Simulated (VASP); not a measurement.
VASP ran on this input.

### INCAR
```
# general
SYSTEM  =W
PREC    =Accurate
ENCUT   =520   # plane-wave cut-off (eV)
LREAL   =F   # projection in real space or not
LASPH   =T   # aspherical one-centre terms

# electronic loop
EDIFF   =1E-6
NELM    =100
ALGO    =Normal   # blocked Davidson
LMAXMIX =6   # l cut-off of mixed one-centre charges

# smearing
ISMEAR  =1   # Methfessel-Paxton
SIGMA   =0.1   # width (eV)

# functional
GGA     =ML
LUSE_VDW=T
AGGAC   =0.0
ZAB_VDW =-1.8867

# ions
IBRION  =2   # conjugate gradients
NSW     =60   # most ionic steps
ISIF    =3   # ions, shape and volume
EDIFFG  =-0.01

# output
LWAVE   =F
LCHARG  =F
```

### KPOINTS
```
Automatic mesh
0
Gamma
15 15 15
0 0 0
```

### POSCAR
```
W
1
   -1.5800000000     1.5800000000     1.5800000000
    1.5800000000    -1.5800000000     1.5800000000
    1.5800000000     1.5800000000    -1.5800000000
W
1
Direct
  0.0000000000   0.0000000000   0.0000000000
```

POTCAR, in this order: W_sv (PBE.64 set). Program: vasp_std.

Write an equivalent input for Quantum ESPRESSO's pw.x.

One equivalent input (not run):
```
&CONTROL
  calculation = 'vc-relax'
  pseudo_dir = './pseudo'
  outdir = './out'
  tprnfor = .true.
  tstress = .true.
  nstep = 60
  forc_conv_thr = 0.00039
/
&SYSTEM
  ibrav = 0
  nat = 1
  ntyp = 1
  ecutwfc = 74
  occupations = 'smearing'
  smearing = 'methfessel-paxton'
  degauss = 0.00735
  input_dft = 'vdw-df2'
/
&ELECTRONS
  conv_thr = 7.3e-08
  electron_maxstep = 100
/
&IONS
/
&CELL
/
ATOMIC_SPECIES
  W 183.840 W.upf
CELL_PARAMETERS angstrom
    -1.5800000    1.5800000    1.5800000
     1.5800000   -1.5800000    1.5800000
     1.5800000    1.5800000   -1.5800000
ATOMIC_POSITIONS crystal
  W    0.0000000  0.0000000  0.0000000
K_POINTS automatic
  15 15 15 0 0 0
```
Limits of the translation: the potentials are each code's own (VASP's PAW set, PseudoDojo norm-conserving files in pw.x), so ENCUT and ecutwfc are chosen apart and not converted; conv_thr bounds pw.x's estimated SCF error, while EDIFF bounds the energy change between steps; forc_conv_thr acts on force components and is met together with etot_conv_thr.

The compound is W in the bcc structure. This run relaxes it. Symmetry was kept, so distortions that lower it aren't found.
